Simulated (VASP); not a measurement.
Data:

```xyz
3
Lattice="1.5302 -2.6504 0.0000 1.5302 2.6504 0.0000 0.0000 0.0000 3.5102" Properties=species:S:1:pos:R:3 pbc="T T T"
Mg     0.0000     0.0000     0.0000
B      1.5302     0.8835     1.7551
B      1.5302    -0.8835     1.7551
```

Level of theory: PBEsol GGA, VASP's PBE PAW potentials (set 64) (plane waves; VASP 6.6.1). Run with 620 eV cut-off, 11×11×9 Γ-centred mesh, first-order Methfessel-Paxton smearing of 0.10 eV, potentials Mg B.

Energy and stress use the plane-wave basis of the starting cell.

Problem. The ions, cell shape and volume at an external pressure of 5.0 GPa are relaxed. Give the cell that the relaxation ends in.

Solution. 
```xyz
3
Lattice="1.5166 -2.6269 0.0000 1.5166 2.6269 0.0000 0.0000 0.0000 3.4591" Properties=species:S:1:pos:R:3 pbc="T T T"
Mg     1.5166    -2.6269     0.0000
B      1.5166     0.8756     1.7296
B      1.5166    -0.8756     1.7296
```
Space group P6/mmm (191), at a tolerance of 0.03 Å.

Problem. How do energy and volume change from the first to the last step?

Solution. The energy (σ→0) changes by +4.4 meV/atom and the volume by -3.2 %, in 4 ionic steps.

The compound is MgB2 in the AlB2 type structure. This run relaxes it under an external pressure of 5 GPa. Symmetry was kept, so distortions that lower it aren't found.
